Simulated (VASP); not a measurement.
# Be3Te2O (Imm2) in VASP: notebook, part 2 of 2

VASP 6.6.1.

## 3. Relaxation of cell and atoms, PBE

Input file INCAR:

```
SYSTEM = Be3Te2O
PREC     = Accurate       ! precision mode
ENCUT    = 520            ! plane-wave cutoff, eV
EDIFF    = 1E-7           ! SCF threshold, eV
ISMEAR   = 0              ! smearing method
SIGMA    = 0.1            ! smearing width, eV
LREAL    = .FALSE.        ! projectors in reciprocal space
LASPH    = .TRUE.         ! aspherical terms in the spheres
NELM     = 120            ! most SCF steps
ALGO     = Normal         ! electronic algorithm
ISIF     = 3              ! what is computed and relaxed
LWAVE    = .FALSE.        ! write WAVECAR
LCHARG   = .FALSE.        ! write CHGCAR
GGA      = PE             ! functional
IBRION   = 2              ! ionic algorithm
NSW      = 60             ! ionic steps
EDIFFG   = -0.005         ! ionic threshold
POTIM    = 0.3            ! step
KPAR     = 8
```

Input file KPOINTS:

```
regular mesh
0
G
  10 10 10
  0 0 0
```

Input file POSCAR:

```
Be3Te2O                                 
1.0
   -1.8599793108      5.4973581776      2.4354020951
    1.8599793108     -5.4973581776      2.4354020951
    1.8599793108      5.4973581776     -2.4354020951
  Be              Te              O             
     3     2     1
Direct
     0.9356795933742315    0.8125719987426619    0.1231075946315696
     0.6894644041110995    0.8125719987426619    0.8768924053684305
     0.1586867407940688    0.6586867407940689    0.5000000000000000
     0.6643452258781912    0.0029409319203175    0.6614043039578745
     0.3415366279624430    0.0029409319203175    0.3385956960421254
     0.9905094478799642    0.9905094478799642    0.0000000000000000
```

Potentials or basis: VASP PAW PBE potentials, release 64 (Be, Te, O).

Command:

```sh
$ cat potpaw_PBE.64/Be/POTCAR potpaw_PBE.64/Te/POTCAR potpaw_PBE.64/O/POTCAR > POTCAR
$ mpirun -np 8 vasp_std > vasp.out
```

OUTCAR:

```text
SYSTEM = Be3Te2O
   PREC = Accurate
   ENCUT = 520
   EDIFF = 1E-7
   ISMEAR = 0
   LREAL = .FALSE.
   LASPH = .TRUE.
   NELM = 120
   ISIF = 3
   GGA = PE
   IBRION = 2
   NSW = 60
   EDIFFG = -0.005
   POTIM = 0.3

 ion  position               nearest neighbor table
   1  0.936  0.813  0.123-   6 1.61   4 2.43   4 2.43   5 2.54
   2  0.689  0.813  0.877-   6 1.61   5 2.43   5 2.43   4 2.54
   3  0.159  0.659  0.500-   6 2.03   6 2.03   4 2.44   5 2.44
   4  0.664  0.003  0.661-   1 2.43   1 2.43   3 2.44   2 2.54   5 3.55   5 3.63   5 3.63   5 3.63
                             5 3.63
   5  0.342  0.003  0.339-   2 2.43   2 2.43   3 2.44   1 2.54   4 3.55   4 3.63   4 3.63   4 3.63
                             4 3.63
   6  0.991  0.991  0.000-   2 1.61   1 1.61   3 2.03   3 2.03

  LATTYP: Found a body centered orthorhombic cell.
 ALAT       =     3.7199586216
 B/A-ratio  =     1.3093705295
 C/A-ratio  =     2.9556017885

  Lattice vectors:

 A1 = (   1.8599793108,  -5.4973581776,  -2.4354020951)
 A2 = (  -1.8599793108,  -5.4973581776,   2.4354020951)
 A3 = (  -1.8599793108,   5.4973581776,  -2.4354020951)

Analysis of symmetry for initial positions (statically):
=====================================================================
 Subroutine PRICEL returns:
 Original cell was already a primitive cell.

 Routine SETGRP: Setting up the symmetry group for a
 body centered orthorhombic supercell.

 Subroutine GETGRP returns: Found  4 space group operations
 (whereof  4 operations were pure point group operations)
 out of a pool of  8 trial point group operations.

The static configuration has the point symmetry C_2v.

Analysis of symmetry for dynamics (positions and initial velocities):
=====================================================================
 Subroutine PRICEL returns:
 Original cell was already a primitive cell.

 Routine SETGRP: Setting up the symmetry group for a
 body centered orthorhombic supercell.
[... 144 lines left out ...]
 conjugate gradient relaxation of ions
 non-spin polarized calculation
 Gauss-broadening in eV      SIGMA  =   0.10
  energy-cutoff  :      520.00
  volume of cell :       99.61
 maximum number of plane-waves:      2703
   NGX = 23   NGY = 23   NGZ = 23

--------------------------------------- Ionic step        1  -------------------------------------------

 number of electron      23.9999999 magnetization

 Free energy of the ion-electron system (eV)
  ---------------------------------------------------
  ext. energy  EPLUGINS =         0.00000000
  ---------------------------------------------------
  free energy    TOTEN  =       -27.28090146 eV

  energy without entropy =      -27.28089666  energy(sigma->0) =      -27.28089906

------------------------ aborting loop because EDIFF is reached ----------------------------------------

  FORCE on cell =-STRESS in cart. coord.  units (eV):
  Direction    XX          YY          ZZ          XY          YZ          ZX
  --------------------------------------------------------------------------------------
  -------------------------------------------------------------------------------------
  Total        0.0270128      0.0106263     -0.0135191      0.0000000      0.0000000      0.0000000
  in kB        0.4344974      0.1709221     -0.2174532      0.0000000      0.0000000      0.0000000
  external PRESSURE =       0.1293221 kB  Pullay stress =       0.0000000 kB
[... 67 lines left out ...]
--------------------------------------- Ionic step        3  -------------------------------------------

 number of electron      23.9999999 magnetization

 Free energy of the ion-electron system (eV)
  ---------------------------------------------------
  ext. energy  EPLUGINS =         0.00000000
  ---------------------------------------------------
  free energy    TOTEN  =       -27.28091767 eV

  energy without entropy =      -27.28091286  energy(sigma->0) =      -27.28091527

 E-fermi :   6.6439     XC(G=0):  -9.6375

 val. band max:        6.4435063729   @ k =   0.5000   0.5000   0.5000
 cond. band min:       6.8268884251   @ k =   0.0000   0.0000   0.0000
 fundamental gap:      0.3833820521
 Fermi energy:         6.6439306326

 k-point     1 :       0.0000    0.0000    0.0000
  band No.  band energies     occupation
      1     -13.7267      2.00000
      2      -6.5449      2.00000
      3      -4.3524      2.00000
      4      -0.4915      2.00000
      5       0.3280      2.00000
      6       0.5267      2.00000
[... 433 lines left out ...]
      3      -4.4094      2.00000
      4      -0.4472      2.00000
      5       0.0553      2.00000
      6       0.3605      2.00000
[... 8 lines left out ...]
     15      10.0994      0.00000
     16      10.8879      0.00000

 [... further k-points ...]

------------------------ aborting loop because EDIFF is reached ----------------------------------------

  FORCE on cell =-STRESS in cart. coord.  units (eV):
  Direction    XX          YY          ZZ          XY          YZ          ZX
  --------------------------------------------------------------------------------------
  -------------------------------------------------------------------------------------
  Total       -0.0058706     -0.0136028     -0.0276536      0.0000000      0.0000000      0.0000000
  in kB       -0.0944006     -0.2187371     -0.4446799      0.0000000      0.0000000      0.0000000
  external PRESSURE =      -0.2526059 kB  Pullay stress =       0.0000000 kB
[... 21 lines left out ...]
  FREE ENERGIE OF THE ION-ELECTRON SYSTEM (eV)
  ---------------------------------------------------
  free  energy   TOTEN  =       -27.2809176739 eV

  energy  without entropy=      -27.2809128632  energy(sigma->0) =      -27.28091527

 reached required accuracy - stopping structural energy minimisation
```

OSZICAR:

```text
N       E                     dE             d eps       ncg     rms          rms(c)
DAV:   1     0.978319915655E+02    0.97832E+02   -0.96808E+03  5472   0.126E+03
DAV:   2    -0.203435487012E+02   -0.11818E+03   -0.11609E+03  7176   0.205E+02
DAV:   3    -0.289728057443E+02   -0.86293E+01   -0.85870E+01  7736   0.680E+01
DAV:   4    -0.290838244290E+02   -0.11102E+00   -0.11098E+00  7408   0.823E+00
[... 21 lines left out ...]
DAV:   1    -0.272809198384E+02   -0.74869E-05   -0.12533E-03  5504   0.275E-01    0.167E-02
DAV:   2    -0.272809191503E+02    0.68811E-06   -0.37262E-05  8160   0.479E-02    0.596E-03
DAV:   3    -0.272809182308E+02    0.91947E-06   -0.16645E-06  7088   0.972E-03    0.334E-03
DAV:   4    -0.272809177460E+02    0.48486E-06   -0.91587E-07  8056   0.661E-03    0.131E-03
DAV:   5    -0.272809176739E+02    0.72092E-07   -0.11664E-07  4208   0.283E-03
   3 F= -.27280918E+02 E0= -.27280915E+02  d E =-.162145E-04
```

CONTCAR:

```text
Be3Te2O
   1.00000000000000
    -1.8605665378664942    5.4980409296803137    2.4350172842978011
     1.8605665378664942   -5.4980409296803137    2.4350172842978011
     1.8605665378664942    5.4980409296803137   -2.4350172842978011
  Be              Te              O
     3     2     1
Direct
     0.9357546441753264    0.8126239747394024    0.1231306694359240
     0.6894933053034855    0.8126239747394024    0.8768693305640760
     0.1585908127089196    0.6585908127089196    0.5000000000000000
     0.6643150621232531    0.0028686010125367    0.6614464711107101
     0.3414221299018265    0.0028686010125367    0.3385535288892899
     0.9906460857871869    0.9906460857871869    0.0000000000000000

  0.00000000E+00  0.00000000E+00  0.00000000E+00
  0.00000000E+00  0.00000000E+00  0.00000000E+00
  0.00000000E+00  0.00000000E+00  0.00000000E+00
  0.00000000E+00  0.00000000E+00  0.00000000E+00
  0.00000000E+00  0.00000000E+00  0.00000000E+00
  0.00000000E+00  0.00000000E+00  0.00000000E+00
```

Run time: 2 min. Hardware: 8 MPI ranks of Intel Xeon Platinum 8488C (Sapphire Rapids), shared host; peak memory 0.55 GiB.

Results:

```
Free energy                            : -27.2809 eV
Relaxed volume                         : 16.61 Å³/atom
Relaxed cell                           : a = 6.294 Å, b = 6.294 Å, c = 6.294 Å, α = 145.61°, β = 58.27°, γ = 134.48°
Space group after relaxing (to 0.05 Å) : Imm2 (No. 44)
Energy gained by relaxing              : 0.0 meV/atom
Ionic steps                            : 3
Pressure after relaxing                : 0.0 GPa
Largest force after relaxing           : 0.003 eV/Å
Band gap on the k mesh                 : 0.38 eV, indirect (least direct gap 0.44 eV)
```

Forces in eV/Å, atoms in the order of the input:
```
Be   0.000 -0.002  0.003
Be   0.000  0.002  0.003
Be   0.000  0.000 -0.003
Te   0.000 -0.001  0.000
Te   0.000  0.001  0.000
O    0.000  0.000 -0.002
```

Final structure:
```
Be Te O
1.0
    -1.86057    5.49804    2.43502
     1.86057   -5.49804    2.43502
     1.86057    5.49804   -2.43502
Be Te O
3 2 1
Cartesian
  0.0000 1.3540 3.9575
  1.8606 4.1441 1.5225
  1.8606 0.0000 0.7723
  0.0000 7.2733 0.0140
  0.0000 3.7228 0.0140
  0.0000 0.0000 4.8245
```

Caveat: spin-orbit coupling is left out, which moves the levels of the heavy elements.
